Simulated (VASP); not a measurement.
Wanted: the native input for a VASP 6.6.1 run.

```yaml
Task: band structure
Functional: TB-mBJ
Potentials_or_basis: VASP PAW PBE potentials, release 64 (In_d, P)
Cutoff: 520 eV
k_mesh: 8 × 8 × 8
Occupations: gaussian, width 0.03 eV
Spin: no spin polarisation
Further_INCAR_settings: ALGO = Normal; EDIFF = 1e-06; NBANDS = 16
```

Crystal: InP.

```
In P
1.0
     0.00000    2.97915    2.97915
     2.97915    0.00000    2.97915
     2.97915    2.97915    0.00000
In P
1 1
Direct
  0.00000 0.00000 0.00000
  0.25000 0.25000 0.25000
```

The input as run:

POSCAR

```
InP                                     
1.0
    0.0000000000      2.9791538216      2.9791538216
    2.9791538216      0.0000000000      2.9791538216
    2.9791538216      2.9791538216      0.0000000000
  In              P             
     1     1
Direct
     0.0000000000000000    0.0000000000000000    0.0000000000000000
     0.2500000000000000    0.2500000000000000    0.2500000000000000
```

INCAR.step1

```
SYSTEM = InP
ALGO = Normal
EDIFF = 1E-5
ENCUT = 520
GGA = PE
ISIF = 2
ISMEAR = 0
LASPH = .True.
LCHARG = .False.
LREAL = .False.
LWAVE = .True.
NBANDS = 16
NELM = 80
PREC = Accurate
SIGMA = 0.03
```

INCAR.step2

```
SYSTEM = InP
ALGO = Normal
EDIFF = 1E-6
ENCUT = 520
ISIF = 2
ISMEAR = 0
ISTART = 1
LASPH = .True.
LCHARG = .False.
LREAL = .False.
LWAVE = .False.
METAGGA = MBJ
NBANDS = 16
NELM = 80
PREC = Accurate
SIGMA = 0.03
```

KPOINTS

```
k-points
0
Gamma
  8 8 8
  0 0 0
```

KPOINTS_OPT

```
explicit points
159
Reciprocal
 0.0000000000  0.0000000000  0.0000000000 1
 0.0357142857  0.0000000000  0.0357142857 1
 0.0714285714  0.0000000000  0.0714285714 1
 0.1071428571  0.0000000000  0.1071428571 1
 0.1428571429  0.0000000000  0.1428571429 1
 0.1785714286  0.0000000000  0.1785714286 1
[... 151 lines left out ...]
 0.4250000000  0.0000000000  0.4250000000 1
 0.4500000000  0.0000000000  0.4500000000 1
```

Potentials or basis: VASP PAW PBE potentials, release 64 (In_d, P).

Run with:

```bash
$ cat potpaw_PBE.64/In_d/POTCAR potpaw_PBE.64/P/POTCAR > POTCAR
$ cp INCAR.step1 INCAR
$ mpirun -np 1 vasp_std > vasp.out
$ cp INCAR.step2 INCAR
$ mpirun -np 1 vasp_std > vasp.out
```

Results of the run:

```yaml
Band_gap_on_the_k_mesh: 1.39 eV, direct
Band_gap_along_the_path: 1.39 eV, direct
```

Caveat: spin-orbit coupling is left out, which moves the levels of the heavy elements.

Wall time 63 s on 1 thread of Intel(R) Xeon(R) 6975P-C (Granite Rapids), with other jobs on the host, peak memory 0.21 GiB.
